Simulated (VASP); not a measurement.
Computed with HSE06 screened hybrid with spin-orbit coupling, VASP's PBE PAW potentials (set 64) (plane waves; VASP 6.6.1).

Input for VASP

### KPOINTS_OPT
```
named points and PBE's band edges
7
Reciprocal
  0.000000   0.000000   0.000000 1 ! GAMMA
  0.000000   0.000000   0.500000 1 ! A
 -0.333330   0.666670   0.000000 1 ! K
 -0.333330   0.666670   0.500000 1 ! H
  0.000000   0.500000   0.000000 1 ! M
  0.000000   0.500000   0.500000 1 ! L
  0.000000   0.055560   0.000000 1 ! near an edge
```

File POSCAR:
```
CdS
1
    2.0997287929    -3.6368367723     0.0000000000
    2.0997287929     3.6368367723     0.0000000000
    0.0000000000     0.0000000000     6.8201519537
Cd S
2 2
Direct
  0.6666670000   0.3333330000   0.5000027958
  0.3333330000   0.6666670000   0.0000027958
  0.6666670000   0.3333330000   0.8769972042
  0.3333330000   0.6666670000   0.3769972042
```

**KPOINTS**
```
Automatic mesh
0
gamma
4 4 4
```

INCAR:
```
SYSTEM  =  CdS
ALGO  =  Normal
PREC  =  Accurate
LWAVE  =  .FALSE.
LREAL  =  .FALSE.
ISYM  =  3
AEXX  =  0.25
NELM  =  60
LHFCALC  =  .TRUE.
GGA  =  PE
ISIF  =  0
EDIFF  =  1E-6   # SCF stop (eV)
LSORBIT  =  .TRUE.
MAGMOM  =  0 0 0 0 0 0 0 0 0 0 0 0
LMAXMIX  =  4   # l cut-off of mixed one-centre charges
ISMEAR  =  0   # Gaussian
LCHARG  =  .FALSE.
GGA_COMPAT  =  .FALSE.
ENCUT  =  350
LASPH  =  .TRUE.   # aspherical one-centre terms
PRECFOCK  =  Fast
HFSCREEN  =  0.2   # 1/Angstrom
SIGMA  =  0.05   # width (eV)
```

POTCAR, in this order: Cd S (PBE.64 set). Program: vasp_ncl. Read from the step before: WAVECAR.

What VASP printed:

OSZICAR:
```
       N       E                     dE             d eps       ncg     rms          rms(c)
DAV:   1    -0.152956709227E+02   -0.15296E+02   -0.86023E-01  1408   0.800E+00    0.243E+00
DAV:   2    -0.153040674441E+02   -0.83965E-02   -0.89108E-02  1528   0.339E+00    0.136E+00
DAV:   3    -0.153020237960E+02    0.20436E-02   -0.79895E-03  1600   0.960E-01    0.853E-01
DAV:   4    -0.153016095475E+02    0.41425E-03   -0.97356E-04  1568   0.268E-01    0.520E-01
DAV:   5    -0.153015199959E+02    0.89552E-04   -0.16528E-04  1528   0.861E-02    0.312E-01
DAV:   6    -0.153014920235E+02    0.27972E-04   -0.22820E-05  1520   0.358E-02    0.182E-01
DAV:   7    -0.153014799764E+02    0.12047E-04   -0.48567E-06  1276   0.181E-02    0.104E-01
DAV:   8    -0.153014757398E+02    0.42366E-05   -0.23332E-06  1212   0.116E-02    0.604E-02
DAV:   9    -0.153014743065E+02    0.14333E-05   -0.83296E-07   960   0.700E-03    0.355E-02
DAV:  10    -0.153014737836E+02    0.52296E-06   -0.36590E-07   916   0.477E-03
   1 F= -.15301474E+02 E0= -.15301474E+02  d E =-.584431E-13  mag=    -0.0000     0.0000     0.0000
```

OUTCAR:
```
------------------------ aborting loop because EDIFF is reached ----------------------------------------
  volume of cell :      104.16
      direct lattice vectors                 reciprocal lattice vectors
     2.099728793 -3.636836772  0.000000000     0.238125991 -0.137482112  0.000000000
     2.099728793  3.636836772  0.000000000     0.238125991  0.137482112  0.000000000
     0.000000000  0.000000000  6.820151954     0.000000000  0.000000000  0.146624299
  FREE ENERGIE OF THE ION-ELECTRON SYSTEM (eV)
  ---------------------------------------------------
  free  energy   TOTEN  =       -15.3014737836 eV

  energy  without entropy=      -15.3014737836  energy(sigma->0) =      -15.30147378

  exchange ACFDT corr.  =         0.00000000  see jH, gK, PRB 81, 115126
```
(Selected blocks of OUTCAR.)

File stdout:
```
...
 Reading from existing POTCAR
 Reading from existing POTCAR
 LDA part: xc-table for (Slater+PW92), standard interpolation
 found WAVECAR, reading the header
 POSCAR, INCAR and KPOINTS ok, starting setup
 reading WAVECAR
 the WAVECAR file was read successfully
 initial charge from wavefunction
 entering main loop
       N       E                     dE             d eps       ncg     rms          rms(c)
DAV:   1    -0.152956709227E+02   -0.15296E+02   -0.86023E-01  1408   0.800E+00    0.243E+00
DAV:   2    -0.153040674441E+02   -0.83965E-02   -0.89108E-02  1528   0.339E+00    0.136E+00
DAV:   3    -0.153020237960E+02    0.20436E-02   -0.79895E-03  1600   0.960E-01    0.853E-01
DAV:   4    -0.153016095475E+02    0.41425E-03   -0.97356E-04  1568   0.268E-01    0.520E-01
DAV:   5    -0.153015199959E+02    0.89552E-04   -0.16528E-04  1528   0.861E-02    0.312E-01
DAV:   6    -0.153014920235E+02    0.27972E-04   -0.22820E-05  1520   0.358E-02    0.182E-01
DAV:   7    -0.153014799764E+02    0.12047E-04   -0.48567E-06  1276   0.181E-02    0.104E-01
DAV:   8    -0.153014757398E+02    0.42366E-05   -0.23332E-06  1212   0.116E-02    0.604E-02
DAV:   9    -0.153014743065E+02    0.14333E-05   -0.83296E-07   960   0.700E-03    0.355E-02
DAV:  10    -0.153014737836E+02    0.52296E-06   -0.36590E-07   916   0.477E-03
   1 F= -.15301474E+02 E0= -.15301474E+02  d E =-.584431E-13  mag=    -0.0000     0.0000     0.0000
 Start KPOINTS_OPT (optional k-point list driver)
k-point batch [1-7\7]

 -----------------------------------------------------------------------------
|                     _     ____    _    _    _____     _                     |
|                    | |   |  _ \  | |  | |  / ____|   | |                    |
|                    | |   | |_) | | |  | | | |  __    | |                    |
|                    |_|   |  _ <  | |  | | | | |_ |   |_|                    |
|                     _    | |_) | | |__| | | |__| |    _                     |
|                    (_)   |____/   \____/   \_____|   (_)                    |
|                                                                             |
|                                                                             |
|     internal error in CHECK_GEN_LAYOUT: G-vectors changed at ik:19 old:     |
|     1560 new: 1554                                                          |
|                                                                             |
|     If you are not a developer, you should not encounter this problem.      |
|     Please submit a bug report.                                             |
|                                                                             |
 -----------------------------------------------------------------------------
```

VASP stops with an error: internal error in CHECK_GEN_LAYOUT: G-vectors changed at ik:19 old: 1560 new: 1554 If you are not a developer, you should not encounter this problem. Please submit a bug report.

The compound is CdS in the wurtzite structure. It was relaxed first. The k-mesh is coarse (spacing up to 0.43 per Å, 2π included), so the numbers may not be converged in it.
